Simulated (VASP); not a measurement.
A run of VASP 6.6.1:

File INCAR:

```
PREC     = Accurate       # precision mode
ENCUT    = 400            # plane-wave cutoff, eV
EDIFF    = 1E-7           # SCF threshold, eV
ISMEAR   = 0              # smearing method
SIGMA    = 0.01           # smearing width, eV
LREAL    = F              # projectors in reciprocal space
LASPH    = T              # aspherical terms in the spheres
NELM     = 100            # most SCF steps
ALGO     = Normal         # electronic algorithm
ISIF     = 2              # what is computed and relaxed
LWAVE    = F              # write WAVECAR
LCHARG   = F              # write CHGCAR
GGA      = PE             # functional
IVDW     = 12             # dispersion correction
IBRION   = 2              # ionic algorithm
NSW      = 120            # ionic steps
EDIFFG   = -0.03          # ionic threshold
ISYM     = 0
```

Contents of KPOINTS:

```
Automatic mesh
0
Gamma
  1 1 1
```

File POSCAR:

```
SF6
1.0
   13.2304057761      0.0000000000      0.0000000000
    0.0000000000     13.7304057761      0.0000000000
    0.0000000000      0.0000000000     14.2304057761
F S
6 1
Selective dynamics
Direct
    0.5986917385      0.5417875060      0.4478841147  F F F
    0.5396351625      0.5491926701      0.5959186785  T T T
    0.4013083520      0.4654954454      0.5521158588  T T T
    0.5560214148      0.4042125032      0.5239484611  T T T
    0.4439790964      0.6030708487      0.4760513061  T T T
    0.4603642384      0.4580903528      0.4040815771  T T T
    0.4999999974      0.5036415447      0.5000000036  T T T
```

Potentials or basis: VASP PAW PBE potentials, release 64 (F, S).

The run is started by

```bash
$ cat potpaw_PBE.64/F/POTCAR potpaw_PBE.64/S/POTCAR > POTCAR
$ mpirun -np 1 vasp_gam > vasp.out
```

Hardware: 1 thread of Intel(R) Xeon(R) 6975P-C (Granite Rapids), on a shared host.

Problem. How long does it take, and how much memory?

Solution. Wall time 6 min on 1 thread of Intel(R) Xeon(R) 6975P-C (Granite Rapids) (shared host), peak memory 1.5 GiB. Counts: scf iterations 93, k points 1, ion steps 5.
